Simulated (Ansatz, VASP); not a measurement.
# One calculation of MgBeS3, two programs

```
Mg Be S
1.0
     3.60000    0.00000    0.00000
    -1.80000    3.11769    0.00000
     0.00000    0.00000    8.05000
Mg Be S
1 1 3
Direct
  0.66667 0.33333 0.20000
  0.33333 0.66667 0.66000
  0.33333 0.66667 0.39500
  0.00000 0.00000 0.00000
  0.00000 0.00000 0.73500
```

Alike in both runs: task relaxation of cell and atoms; functional PBE; k mesh 5 × 5 × 2; occupations gaussian, width 0.2 eV; no spin polarisation.

```csv
,VASP,Ansatz
version,VASP 6.6.1,Ansatz 0.2.0
potentials or method,"VASP PAW PBE potentials, release 64 (Mg, Be, S)","scalar-relativistic, plane waves, PAW"
plane-wave cutoff (eV),600,420
valence electrons in the cell,22,30
```

Ansatz gave:

```
gap on the k mesh at the Fermi level, each at its own relaxed structure (eV) : 1.45
relaxed volume (Å³/atom)                                                     : 18.15
relaxed cell length with the largest relative difference (Å)                 : 7.459
energy change over the relaxation (meV/atom)                                 : -110
```

**Question.** Estimate VASP's values.

**Answer.** gap on the k mesh at the Fermi level, each at its own relaxed structure (eV): 1.50; relaxed volume (Å³/atom): 18.09; relaxed cell length with the largest relative difference (Å): 7.446; energy change over the relaxation (meV/atom): -111.

The two sets of potentials don't hold the same shells in valence.

Caveats: an odd mesh through Γ misses points on the zone boundary, where band edges often lie. A hybrid or GW would open this gap; PBE tends to underestimate it.
